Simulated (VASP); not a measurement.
A convergence study with VASP on Sr (space group Fm-3m): a few settings are varied, all else stays as given below, so the limit is that of these other settings.

```xyz
1
Lattice="0.0000 3.0309 3.0309 3.0309 0.0000 3.0309 3.0309 3.0309 0.0000" Properties=species:S:1:pos:R:3 pbc="T T T"
Sr     0.0000     0.0000     0.0000
```

Method: PBE GGA, VASP's PBE PAW potentials (set 64) (plane waves; VASP 6.6.1). The last row used: 300 eV cut-off, 9×9×9 Γ-centred mesh, Fermi-Dirac smearing of 0.10 eV, potentials Sr_sv.

| setting | E (eV/atom) | pressure (GPa) | irreducible k-points |
|---|---|---|---|
| EDIFF = 1E-01 | -1.6349 | -1.02 | 35 |
| EDIFF = 1E-02 | -1.6349 | -1.00 | 35 |
| EDIFF = 1E-03 | -1.6350 | -1.00 | 35 |
| EDIFF = 1E-04 | -1.6356 | -0.17 | 35 |
| EDIFF = 1E-05 | -1.6356 | -0.21 | 35 |
| EDIFF = 1E-06 | -1.6356 | -0.21 | 35 |
| EDIFF = 1E-07 | -1.6356 | -0.21 | 35 |
| EDIFF = 1E-08 | -1.6356 | -0.21 | 35 |
| EDIFF = 1E-10 | -1.6356 | -0.21 | 35 |

Left out are rungs that failed or repeat a setting and relaxations that didn't move; long series are thinned to 24 rows.

The structure is a typed Sr crystal (space group no. 225). The cell was not relaxed at this level.
